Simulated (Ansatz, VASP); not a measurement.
# Cross-check of SnH2 between VASP and Ansatz, part 2 of 2

Aim: how closely do two programs agree when they are given the same cell, functional and k mesh? The cell is generated by rule, not measured, and may not be a known phase. The cell is taken from a series of runs on this material, whose earlier steps may have relaxed, scaled, displaced or heated it; both programs get it as it stands.

VASP 6.6.1 and Ansatz 0.2.0.

So far. Step 5 (VASP: single point, PBEsol, pair 2): The run ends at a pressure of 2.70 GPa, with forces up to 0.38 eV/Å. Step 6 (Ansatz: single point, PBEsol, pair 2): The run ends at a pressure of 2.85 GPa, with forces up to 0.38 eV/Å.

## (7) Side by side

Compared:

```
      quantity  Ansatz  VASP  difference
pressure (GPa)    2.85  2.70       +0.15
```

Forces (eV/Å; atoms numbered as in POSCAR):

```
atom         Ansatz x, y, z           VASP x, y, z
 Sn1  -0.243, -0.140, 0.096  -0.241, -0.139, 0.095
  H2  -0.069, -0.040, 0.038  -0.069, -0.040, 0.039
  H3   0.312, 0.180, -0.134   0.310, 0.179, -0.134
```

The forces differ by 1.1 meV/Å r.m.s., which is 0.7 % of the r.m.s. force of 0.164 eV/Å (both taken over all components).

## (8) VASP: single point, PBEsol, pair 3

With cell and atoms fixed, the geometry can't cause a difference; cores, projectors, grids and the points listed under the comparison can.

File INCAR:

```
SYSTEM = SnH2
PREC = Accurate
ENCUT = 500
EDIFF = 1E-06
NELM = 120
ISMEAR = 1
SIGMA = 0.2
LREAL = .FALSE.
ALGO = Normal
GGA = PS
NBANDS = 14
LORBIT = 11
LWAVE = .FALSE.
LCHARG = .FALSE.
ISIF = 2
LASPH = .TRUE.
GGA_COMPAT = .FALSE.
KPAR = 2
```

File POSCAR:

```
SnH2
1.0
    3.5965558943      0.0000000000      0.0000000000
   -1.7982779471      3.1147087706      0.0000000000
    0.0000000000      0.0000000000      3.1406510309
Sn H
1 2
Direct
    0.0024535691      0.0012267845      0.0000000000
    0.1888575466      0.5944287733      0.2190136770
    0.5221908800      0.2610954400      0.7809863230
```

File KPOINTS:

```
Automatic mesh
0
Gamma
15 15 16
0 0 0
```

Potentials, in the order of the species: Sn_d and H (PBE family, release 64).

Launch:

```bash
$ mpirun -np 2 vasp_std
```

Numbers of over 12 decimals in the logs are rounded to 6 here.

What it wrote:

```text
[... set-up lines as in an earlier step ...]
 entering main loop
       N       E                     dE             d eps       ncg     rms          rms(c)
DAV:   1     0.888965748792E+02    0.88897E+02   -0.77685E+03 27806   0.154E+03
DAV:   2    -0.290717642412E+01   -0.91804E+02   -0.87777E+02 28988   0.349E+02
DAV:   3    -0.969437509717E+01   -0.67872E+01   -0.67489E+01 33704   0.796E+01
DAV:   4    -0.984613949429E+01   -0.15176E+00   -0.15173E+00 31970   0.128E+01
[...]
DAV:  10    -0.948536499545E+01   -0.23793E-04   -0.13770E-04 35258   0.158E-01    0.227E-02
DAV:  11    -0.948536837300E+01   -0.33775E-05   -0.82708E-06 35348   0.387E-02    0.852E-03
DAV:  12    -0.948536841911E+01   -0.46110E-07   -0.14226E-06 28588   0.103E-02
   1 F= -.94853684E+01 E0= -.94851890E+01  d E =-.538158E-03
```

Parts of OUTCAR (step 8):

```text
  Total        2.1549997      1.3019918      0.2966918      0.7387265     -0.2549353     -0.4415613
  in kB       98.1372443     59.2918353     13.5111452     33.6411110    -11.6095833    -20.1084079
  external PRESSURE =      56.9800749 kB  Pullay stress =       0.0000000 kB

 POSITION                                       TOTAL-FORCE (eV/Angst)
 -----------------------------------------------------------------------------------
      0.00662      0.00382      0.00000        -0.835590     -0.482428      0.327128
     -0.38971      1.85147      0.68785        -0.064033     -0.036970      0.063519
      1.40857      0.81324      2.45281         0.899624      0.519398     -0.390647
 -----------------------------------------------------------------------------------
    total drift:                                0.000125      0.000072      0.000114

  FREE ENERGIE OF THE ION-ELECTRON SYSTEM (eV)
  ---------------------------------------------------
  free  energy   TOTEN  =        -9.4853684191 eV

  energy  without entropy=       -9.4848302611  energy(sigma->0) =       -9.48518903

[... 2 parts as in an earlier step ...]

[... 1 further part left out ...]
[key lines of the parts left out:]
E-fermi :   6.1393
```

The run ends at a pressure of 5.70 GPa, with forces up to 1.1 eV/Å.

## (9) Ansatz: single point, PBEsol, pair 3

The same cell, functional, mesh and smearing now go to Ansatz, which takes its cutoff from its data sets.

The cell is taken from a series of runs on this material, whose earlier steps may have relaxed, scaled, displaced or heated it; both programs get it as it stands.

File input.yaml:

```yaml
crystal:
  lattice:
    - [3.5965558943, 0.0, 0.0]
    - [-1.7982779471, 3.1147087706, 0.0]
    - [0.0, 0.0, 3.1406510309]
  atoms:
    - { symbol: Sn, position: [0.0024535691, 0.0012267845, 0.0] }
    - { symbol: H, position: [0.1888575466, 0.5944287733, 0.219013677] }
    - { symbol: H, position: [0.52219088, 0.26109544, 0.780986323] }
kpoints:
  mp_grid: { grid: [15, 15, 16] }
hamiltonian:
  xc: pbesol
scf:
  occupations: { method: methfessel_paxton, width: 0.2 }
output:
  forces: true
  stress: true
  eigenvalues: true
```

Launch:

```bash
$ ansatz run input.yaml --threads 4 --pin off --max-ram 7168MiB --backend cpu --events-out ev --progress --plain --runs-dir out
```

What it wrote:

```text
[...]
Crystal: 3 atoms, lattice volume = 35.182 Å³
Basis set: ecut = 420 eV, 659 PW (Γ), exchange–correlation on 50×50×48 points (8 copies of the dense FFT grid, shifted against one another)
Bands: 12, of which v1, the nominal top of the filled ones, is band 8 counted from 1 (7 counted from 0)
Symmetry: 2 space group operations
[...]
k-points: 968 of 3600 (time reversal used)
[...]
--- Band table (eV; the first three rows and the last of 968) ---
  k-point 0: bands = [... 4 lower, -12.9041, -3.4504, 7.2231, 10.8482, 12.0531, 13.5621, 14.7503, 16.1860]
  k-point 1: bands = [... 4 lower, -12.9073, -3.3947, 7.0978, 10.8797, 12.1148, 13.4326, 14.1195, 16.7790]
  k-point 2: bands = [... 4 lower, -12.9166, -3.2282, 6.7051, 10.9668, 12.2968, 12.7647, 13.9779, 16.9259]
  k-point 967: bands = [... 4 lower, -12.8220, 1.8577, 3.7353, 5.4326, 8.1565, 10.9968, 12.9157, 14.5393]
[key lines of the parts left out:]
SCF converged after 6 iterations
Free energy (F): -5979.711372 eV
Fermi energy:    8.409354 eV
P = ⅓ Tr σ = 5.8700 GPa (58.700 kbar)
```

The run ends at a pressure of 5.87 GPa, with forces up to 1.1 eV/Å.

## (10) Comparison

Compared:

```
      quantity  Ansatz  VASP  difference
pressure (GPa)    5.87  5.70       +0.17
```

Forces (eV/Å; atoms numbered as in POSCAR):

```
atom         Ansatz x, y, z           VASP x, y, z
 Sn1  -0.846, -0.488, 0.332  -0.836, -0.482, 0.327
  H2  -0.065, -0.037, 0.063  -0.064, -0.037, 0.064
  H3   0.910, 0.525, -0.395   0.900, 0.519, -0.391
```

The forces differ by 6.0 meV/Å r.m.s., which is 1.2 % of the r.m.s. force of 0.503 eV/Å (both taken over all components).

## (11) Results

- r.m.s. force difference (single point, PBEsol, pair 1): 0.13 % of the r.m.s. force
- r.m.s. force difference (single point, PBEsol, pair 2): 1.1 meV/Å
- r.m.s. force difference (single point, PBEsol, pair 3): 1.2 % of the r.m.s. force

In words: The r.m.s. force difference is 1.2 % of the r.m.s. force (single point, PBEsol, pair 3), within the 3 % picked in this series as the mark of a large difference. 5 further runs of this series are not shown here. Such differences can come from data sets, numerical settings and the points named under the comparisons, not from the functional's error against experiment.

[Lines on the potential files, build, host, timing and source positions are cut from VASP's logs without a mark.]

[Logs are printed without paths, hosts, clocks, repeated set-up lines and the standing remarks that a program may print on its own settings, such as how far it seeks lower states.]

[Hosts, paths, dates, database ids (printed as entryN), source tags and the programs' standing remarks are cut or masked in the printed files.]
